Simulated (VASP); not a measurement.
Here is the system:

```
CELL_PARAMETERS angstrom
      0.00000     1.91661     1.91661
      1.91661     0.00000     1.91661
      1.91661     1.91661     0.00000
ATOMIC_POSITIONS crystal
  Ir 0.00000 0.00000 0.00000
```

Level of theory: PBEsol GGA, VASP's PBE PAW potentials (set 64) (plane waves; VASP 6.6.1). Numerical set-up: 400 eV cut-off, Gaussian smearing of 0.050 eV, potentials Ir.

Unless said otherwise, spin-orbit coupling is left out, though it shifts the bands of the heavy elements here.

Q: Estimate the band gap (along the path) with the smallest direct gap where there is one.

A: 
```json
{
 "band gap (along the path)": "none (metal, semimetal or under 0.01 eV)"
}
```

Total energies compare only between runs with the same potentials, cut-off and functional.

The compound is Ir in the fcc structure. It was relaxed first.
